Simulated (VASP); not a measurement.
Given:

```yaml
crystal:
  lattice:
    - [-1.58000, 1.58000, 1.58000]
    - [1.58000, -1.58000, 1.58000]
    - [1.58000, 1.58000, -1.58000]
  atoms:
    - { symbol: Mo, position: [0.00000, 0.00000, 0.00000] }
```

Level of theory: PBE GGA, VASP's PBE PAW potentials (set 64) (plane waves; VASP). Run with 480 eV cut-off, 16×16×16 Γ-centred mesh, first-order Methfessel-Paxton smearing of 0.10 eV, potentials Mo_sv.

### Question
Predict the energy per atom (σ→0), band gap (on the k-mesh) with the smallest direct gap where there is one.

### Answer

- band gap (on the k-mesh) = none (metal, semimetal or under 0.01 eV)
- energy per atom (σ→0) = -10.940 eV/atom

Total energies compare only between runs with the same potentials, cut-off and functional.

The compound is Mo in the bcc structure. It was relaxed first.
